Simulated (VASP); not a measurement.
## WB (relaxed from the rock salt structure, space group Fm-3m): computed properties

These are PBE GGA, VASP's PBE PAW potentials (set 64) (plane waves; VASP 6.6.1) values and carry that method's errors.

| Property | Value |
|---|---|
| space group | Fm-3m (225) |
| cell | a = 4.4724 Å, b = 4.4724 Å, c = 4.4724 Å, α = 90.00°, β = 90.00°, γ = 90.00° |
| volume per atom | 11.18 Å^3/atom |
| band gap (over mesh and band path) | none (metal, semimetal or under 0.01 eV) |
| density | 14.45 g/cm³ |

WB is taken in the cubic space group Fm-3m (No. 225), the rock salt structure, Pearson symbol cF8. Cell: a = 4.472 Å, b = 4.472 Å, c = 4.472 Å, α = 90.00°, β = 90.00°, γ = 90.00°. W on 4a is surrounded by 6 B at 2.236 Å and 12 W at 3.162 Å. B on 4b is surrounded by 6 W at 2.236 Å (octahedral). (Neighbours: up to the widest gap in distance over summed covalent radii, below 1.35, at either atom; cation-cation and far metal-metal contacts left out.)
(The calculation used a cell of 2 atoms; values per cell refer to that cell.)

Unless said otherwise, spin-orbit coupling is left out, though it shifts the bands of the heavy elements here.

The structure was generated: WB was put into the rock salt type (Fm-3m), which need not be its known phase. It was relaxed first, which changed the volume by -40 %. Symmetry was kept, so distortions that lower it aren't found. The electron count is odd and the run is not spin-polarised, which forces a metal.
